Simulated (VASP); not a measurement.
VASP runs on SnO (a trial cell in the tenorite structure, space group C2/c) share one base input (PBE GGA, plane waves, VASP's PBE PAW potentials (set 64)) and change the settings named in each case.

POSCAR:
```
SnO
1
    2.8740400000    -2.1003070000     0.0000000000
    2.8740400000     2.1003070000     0.0000000000
   -1.0431720000     0.0000000000     6.2071250000
Sn O
2 2
Direct
  0.0000000000   0.5000000000   0.0000000000
  0.5000000000   0.0000000000   0.5000000000
  0.5816000000   0.4184000000   0.2500000000
  0.4184000000   0.5816000000   0.7500000000
```

INCAR:
```
! general
SYSTEM   =  SnO
PREC     =  Accurate
ENCUT    =  520   ! plane-wave cut-off (eV)
LREAL    =  F
LASPH    =  T   ! aspherical one-centre terms

! electronic loop
EDIFF    =  1E-6   ! SCF stop (eV)
NELM     =  100   ! most electronic steps
ALGO     =  Normal   ! blocked Davidson
LMAXMIX  =  4   ! l cut-off of mixed one-centre charges

! smearing
ISMEAR   =  0
SIGMA    =  0.05   ! width (eV)

! functional
GGA      =  PE   ! PBE

! ions
ISIF     =  2

! output
LWAVE    =  F
LCHARG   =  F
```

### KPOINTS
```
K-points
0
Gamma
6 6 4
```

POTCAR, in this order: Sn_d O (PBE.64 set). Program: vasp_std.

```tsv
change	E(σ→0) (eV/atom)	pressure (GPa)	largest force (eV/Å)	−TS (eV)
base run	-5.1694	-3.54	0.191	-0.0012
GGA = AM	-5.2648	___	___	___
IVDW = 12	-5.3897	___	0.191	-0.0012
GGA = 91	-5.2136	-3.72	0.196	-0.0013
GGA = RE	-4.8517	-1.87	0.177	-0.0013
```

Q: What belongs in the gaps?

A: 
- GGA = AM, pressure (GPa): -6.60
- GGA = AM, largest force (eV/Å): 0.238
- GGA = AM, −TS (eV): -0.0011
- IVDW = 12, pressure (GPa): -5.38

Energies of different potentials or functionals have different zeros. Unless said otherwise, spin-orbit coupling is left out, though it shifts the bands of the heavy elements here.

Left out are runs that ran out of time, are held back, or changed the cell or the kind of run, fixed moments of cells without a moment, rows past the twelfth, gaps on odd meshes, pressures of charged cells and columns that move by less than the noise.

The structure was generated: SnO was put into the tenorite type (C2/c), which need not be its known phase. The cell was not relaxed at this level, forces remain on its atoms.
